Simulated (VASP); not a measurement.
A run of VASP 6.6.1:

INCAR

```
PREC = Accurate
ENCUT = 350
EDIFF = 1E-5
ISMEAR = 0
SIGMA = 0.03
LREAL = Auto
LASPH = True
NELM = 120
ALGO = Normal
ISIF = 2
LWAVE = False
LCHARG = False
ISPIN = 2
MAGMOM = 3 0 0 0 0 0 0 0 0 0 0 0 0 0 0 0 0 0 0 0 0 0 0 0
LORBIT = 11
LMAXMIX = 4
LDAU = True
LDAUTYPE = 2
LDAUL = 2 -1 -1
LDAUU = 4 0 0
LDAUJ = 0 0 0
LDAUPRINT = 1
GGA = PS
NBANDS = 128
NELECT = 213.0
ISYM = 0
KPAR = 2
```

KPOINTS

```
regular mesh
0
Gamma
  2 2 2
```

The input POSCAR:

```
Ga11CoAs12                              
1.0
    0.0000000000      8.4805500000      8.4805500000
    5.6537000000      0.0000000000      5.6537000000
    5.6537000000      5.6537000000      0.0000000000
  Co              Ga              As            
     1    11    12
Direct
     0.0016871780333593    0.0011129910591546    0.9968337236145099
     0.0053810733003260    0.0062578276611009    0.4914073379401347
     0.0047275799066059    0.4970179781076126    0.0005597413770860
     0.0052878024485674    0.4968826690278062    0.4927449700300304
     0.3303470738691796    0.0045165618184806    0.0031637022426301
     0.3309314063147242    0.0016607322812475    0.5003109671549657
     0.3301271230663282    0.5004866555071423    0.0032924480322014
     0.3327826772678877    0.5002845874429236    0.4999913907123852
     0.6698473738894943    0.0046154938528825    0.9973901052335759
     0.6675847792375743    0.0020004528246963    0.4949437335705830
     0.6675110519998392    0.4969181119530795    0.0010412852634214
     0.6683977304178175    0.5019134532305548    0.4968597024946714
     0.0821590398193848    0.1240075206659507    0.1187136384816885
     0.0824560777399778    0.1238282657811131    0.6313287712175309
     0.0817480484193380    0.6355364238639730    0.1197282772001597
     0.0827839853661542    0.6284093460662489    0.6229462633270039
     0.4198221837275029    0.1246735968639485    0.1240396391299403
     0.4169735252392396    0.1238622820350829    0.6263994176658333
     0.4167164248458091    0.6276431186420278    0.1238162710957093
     0.4174736561716568    0.6245804251328382    0.6256198622018898
     0.7573587717110621    0.1234179653582570    0.1210867862469285
     0.7532735177047998    0.1256214039689839    0.6205114514987314
     0.7526306329054067    0.6273569486600439    0.1204763376889223
     0.7529022865979533    0.6249151881948604    0.6234171765794817
```

Potentials or basis: VASP PAW PBE potentials, release 64 (Co, Ga_d, As).

Command:

```console
$ cat potpaw_PBE.64/Co/POTCAR potpaw_PBE.64/Ga_d/POTCAR potpaw_PBE.64/As/POTCAR > POTCAR
$ mpirun -np 4 vasp_std > vasp.out
```

Hardware: 4 MPI ranks on Intel(R) Xeon(R) 6975P-C (Granite Rapids), with other jobs on the host.

Q: Estimate the wall time of this run.

A: Run time: 6.3 min on 4 MPI ranks on Intel(R) Xeon(R) 6975P-C (Granite Rapids), with other jobs on the host, peak memory 0.52 GiB a rank. Counts: scf iterations 21, k points 8.
